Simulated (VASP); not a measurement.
Method: PBE GGA, VASP's PBE PAW potentials (set 64) (plane waves; VASP 6.6.1).

The input files of a VASP run:

KPOINTS:
```
K-points
0
G
12 12 12
0 0 0
```

### INCAR
```
SYSTEM = Ag
PREC = Accurate; ENCUT = 400; LREAL = .FALSE.
LASPH = .TRUE.
EDIFF = 1E-6; NELM = 100; ALGO = Normal
LMAXMIX = 4
ISMEAR = 1; SIGMA = 0.1
GGA = PE
ISIF = 2
LWAVE = .FALSE.; LCHARG = .FALSE.
```

### POSCAR
```
Ag
1
    0.0000000000     2.0450000000     2.0450000000
    2.0450000000     0.0000000000     2.0450000000
    2.0450000000     2.0450000000     0.0000000000
Ag
1
Direct
  0.0000000000   0.0000000000   0.0000000000
```

POTCAR, in this order: Ag (PBE.64 set). Program: vasp_std.

The resulting files:

**OSZICAR**
```
       N       E                     dE             d eps       ncg     rms          rms(c)
DAV:   1     0.355526299870E+02    0.35553E+02   -0.49367E+03  1400   0.879E+02
DAV:   2    -0.264043437441E+01   -0.38193E+02   -0.36023E+02  1321   0.181E+02
DAV:   3    -0.295762286510E+01   -0.31719E+00   -0.31713E+00  1550   0.195E+01
DAV:   4    -0.295835290065E+01   -0.73004E-03   -0.73002E-03  1480   0.847E-01
DAV:   5    -0.295835811665E+01   -0.52160E-05   -0.52157E-05  1415   0.636E-02    0.519E+00
DAV:   6    -0.271407639164E+01    0.24428E+00   -0.11601E+00  1317   0.117E+01    0.340E+00
DAV:   7    -0.270612018593E+01    0.79562E-02   -0.85716E-03  1414   0.100E+00    0.191E+00
DAV:   8    -0.270314699536E+01    0.29732E-02   -0.66358E-04  1350   0.244E-01    0.672E-02
DAV:   9    -0.270315647514E+01   -0.94798E-05   -0.77573E-06  1519   0.269E-02    0.135E-02
DAV:  10    -0.270316254347E+01   -0.60683E-05   -0.35186E-06  1409   0.230E-02    0.530E-03
DAV:  11    -0.270316224216E+01    0.30131E-06   -0.95884E-08   661   0.341E-03
   1 F= -.27031622E+01 E0= -.27029940E+01  d E =-.504691E-03
```

### OUTCAR
```
------------------------ aborting loop because EDIFF is reached ----------------------------------------
  FORCE on cell =-STRESS in cart. coord.  units (eV):
  Direction    XX          YY          ZZ          XY          YZ          ZX
  --------------------------------------------------------------------------------------
  Total        0.4259943      0.4259943      0.4259943     -0.0000000      0.0000000     -0.0000000
  in kB       39.9029012     39.9029012     39.9029012     -0.0000000      0.0000000     -0.0000000
  external PRESSURE =      39.9029012 kB  Pullay stress =       0.0000000 kB
  volume of cell :       17.10
      direct lattice vectors                 reciprocal lattice vectors
     0.000000000  2.045000000  2.045000000    -0.244498778  0.244498778  0.244498778
     2.045000000  0.000000000  2.045000000     0.244498778 -0.244498778  0.244498778
     2.045000000  2.045000000  0.000000000     0.244498778  0.244498778 -0.244498778
 POSITION                                       TOTAL-FORCE (eV/Angst)
 -----------------------------------------------------------------------------------
      0.00000      0.00000      0.00000         0.000000      0.000000      0.000000
 -----------------------------------------------------------------------------------
    total drift:                                0.000000      0.000000      0.000000
  FREE ENERGIE OF THE ION-ELECTRON SYSTEM (eV)
  ---------------------------------------------------
  free  energy   TOTEN  =        -2.7031622422 eV

  energy  without entropy=       -2.7026575516  energy(sigma->0) =       -2.70299401
```
(Selected blocks of OUTCAR.)

The compound is Ag in the fcc structure. The cell was not relaxed at this level.
